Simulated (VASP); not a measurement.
All values below come from LDA (Ceperley-Alder, Perdew-Zunger), VASP's LDA PAW potentials (set 64) (plane waves; VASP).

VASP input:

**INCAR**
```
ALGO = Normal
EDIFF = 1E-6
EDIFFG = -0.02
ENCUT = 520
IBRION = 2
ISIF = 3
ISMEAR = 0
LASPH = .TRUE.
LCHARG = .FALSE.
LMAXMIX = 6
LREAL = .FALSE.
LWAVE = .FALSE.
NELM = 100
NSW = 60
PREC = Accurate
SIGMA = 0.05
SYSTEM = HfO2
```

POSCAR:
```
HfO2
1
   -0.0000000000     2.4895462247     2.4895462247
    2.4895462247    -0.0000000000     2.4895462247
    2.4895462247     2.4895462247     0.0000000000
Hf O
1 2
Direct
  1.0000000000   1.0000000000   0.0000000000
  0.2500000000   0.2500000000   0.2500000000
  0.7500000000   0.7500000000   0.7500000000
```

File KPOINTS:
```
Automatic mesh
0
Gamma
7 7 7
0 0 0
```

POTCAR, in this order: Hf_pv O (LDA.64 set). Program: vasp_std.

Output

File OSZICAR:
```
       N       E                     dE             d eps       ncg     rms          rms(c)
DAV:   1     0.942224716504E+02    0.94222E+02   -0.13255E+04   600   0.146E+03
DAV:   2    -0.353809095101E+02   -0.12960E+03   -0.12684E+03   810   0.318E+02
DAV:   3    -0.386362937455E+02   -0.32554E+01   -0.32538E+01   740   0.499E+01
DAV:   4    -0.386532821838E+02   -0.16988E-01   -0.16987E-01   803   0.389E+00
DAV:   5    -0.386534143778E+02   -0.13219E-03   -0.13219E-03   761   0.313E-01    0.560E+01
DAV:   6    -0.332798987179E+02    0.53735E+01   -0.28718E+01   656   0.386E+01    0.481E+01
DAV:   7    -0.331306248712E+02    0.14927E+00   -0.75549E-01   719   0.840E+00    0.305E+01
DAV:   8    -0.330789978750E+02    0.51627E-01   -0.16587E-01   768   0.425E+00    0.525E+00
DAV:   9    -0.330710147287E+02    0.79831E-02   -0.27991E-02   733   0.155E+00    0.178E+00
DAV:  10    -0.330706666219E+02    0.34811E-03   -0.27492E-03   782   0.415E-01    0.168E-01
DAV:  11    -0.330706557444E+02    0.10877E-04   -0.16922E-04   719   0.110E-01    0.110E-01
DAV:  12    -0.330706551674E+02    0.57701E-06   -0.54623E-06   789   0.209E-02
   1 F= -.33070655E+02 E0= -.33070655E+02  d E =-.330707E+02
       N       E                     dE             d eps       ncg     rms          rms(c)
DAV:   1    -0.330730696876E+02   -0.24139E-02   -0.64727E-02   656   0.249E+00    0.849E-01
DAV:   2    -0.330708870984E+02    0.21826E-02   -0.10034E-02   635   0.768E-01    0.270E-01
DAV:   3    -0.330705546971E+02    0.33240E-03   -0.51758E-04   720   0.205E-01    0.185E-01
DAV:   4    -0.330704806443E+02    0.74053E-04   -0.25168E-04   740   0.138E-01    0.128E-01
DAV:   5    -0.330704794746E+02    0.11698E-05   -0.11575E-05   712   0.266E-02    0.771E-03
DAV:   6    -0.330704793499E+02    0.12464E-06   -0.45554E-07   433   0.638E-03
   2 F= -.33070479E+02 E0= -.33070479E+02  d E =0.175817E-03
       N       E                     dE             d eps       ncg     rms          rms(c)
DAV:   1    -0.330717854366E+02   -0.13060E-02   -0.26076E-02   663   0.158E+00    0.536E-01
DAV:   2    -0.330709083517E+02    0.87708E-03   -0.40145E-03   642   0.486E-01    0.171E-01
DAV:   3    -0.330707752356E+02    0.13312E-03   -0.20478E-04   713   0.130E-01    0.117E-01
DAV:   4    -0.330707456673E+02    0.29568E-04   -0.10002E-04   733   0.871E-02    0.808E-02
DAV:   5    -0.330707452442E+02    0.42309E-06   -0.52431E-06   719   0.176E-02
   3 F= -.33070745E+02 E0= -.33070745E+02  d E =-.900768E-04
```

OUTCAR:
```
------------------------ aborting loop because EDIFF is reached ----------------------------------------
  FORCE on cell =-STRESS in cart. coord.  units (eV):
  Direction    XX          YY          ZZ          XY          YZ          ZX
  --------------------------------------------------------------------------------------
  Total       -0.0036542     -0.0036542     -0.0036542     -0.0000000      0.0000000      0.0000000
  in kB       -0.1893799     -0.1893799     -0.1893799     -0.0000000      0.0000000      0.0000000
  external PRESSURE =      -0.1893799 kB  Pullay stress =       0.0000000 kB
  volume of cell :       30.91
      direct lattice vectors                 reciprocal lattice vectors
     0.000000000  2.491031225  2.491031225    -0.200720085  0.200720085  0.200720085
     2.491031225  0.000000000  2.491031225     0.200720085 -0.200720085  0.200720085
     2.491031225  2.491031225  0.000000000     0.200720085  0.200720085 -0.200720085
 POSITION                                       TOTAL-FORCE (eV/Angst)
 -----------------------------------------------------------------------------------
      0.00000      0.00000      0.00000         0.000000      0.000000     -0.000000
      1.24552      1.24552      1.24552         0.000000      0.000000      0.000000
      3.73655      3.73655      3.73655        -0.000000     -0.000000     -0.000000
 -----------------------------------------------------------------------------------
    total drift:                                0.000000      0.000000      0.000000
  FREE ENERGIE OF THE ION-ELECTRON SYSTEM (eV)
  ---------------------------------------------------
  free  energy   TOTEN  =       -33.0707452442 eV

  energy  without entropy=      -33.0707452442  energy(sigma->0) =      -33.07074524

 reached required accuracy - stopping structural energy minimisation
```
(Selected blocks of OUTCAR.)

### CONTCAR
```
HfO2
   1.00000000000000
     0.0000000000000000    2.4910312253426907    2.4910312253426907
     2.4910312253426907    0.0000000000000000    2.4910312253426907
     2.4910312253426907    2.4910312253426907    0.0000000000000000
  Hf              O
     1     2
Direct
     0.0000000000000000    0.0000000000000000    0.0000000000000000
     0.2500000000000000    0.2500000000000000    0.2500000000000000
     0.7500000000000000    0.7500000000000000    0.7500000000000000
```

The compound is HfO2 in the fluorite structure, the high-temperature cubic form, which is unstable at 0 K; the monoclinic form is the stable one. This run relaxes it. Symmetry was kept, so distortions that lower it aren't found. The start is the result of an earlier pass.
